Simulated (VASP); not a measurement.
Here is the system:

```xyz
6
Lattice="4.9937 0.0000 0.0000 0.0000 4.9937 0.0000 0.0000 0.0000 3.4168" Properties=species:S:1:pos:R:3 pbc="T T T"
Pb     0.0000     0.0000     0.0000
Pb     2.4968     2.4968     1.7084
O      1.5351     1.5351     0.0000
O      4.0319     0.9617     1.7084
O      0.9617     4.0319     1.7084
O      3.4586     3.4586     0.0000
```

Level of theory: PBEsol GGA, VASP's PBE PAW potentials (set 64) (plane waves; VASP). Run with 520 eV cut-off, 4×4×6 Γ-centred mesh, Gaussian smearing of 0.050 eV, potentials Pb_d O.

Question: Estimate the energy per atom (σ→0).

Answer: 
- energy per atom (σ→0): -5.679 eV/atom

Only differences to runs with the same potentials and settings are physical.

The compound is PbO2 in the rutile structure. It was relaxed first. The start is the result of an earlier pass.
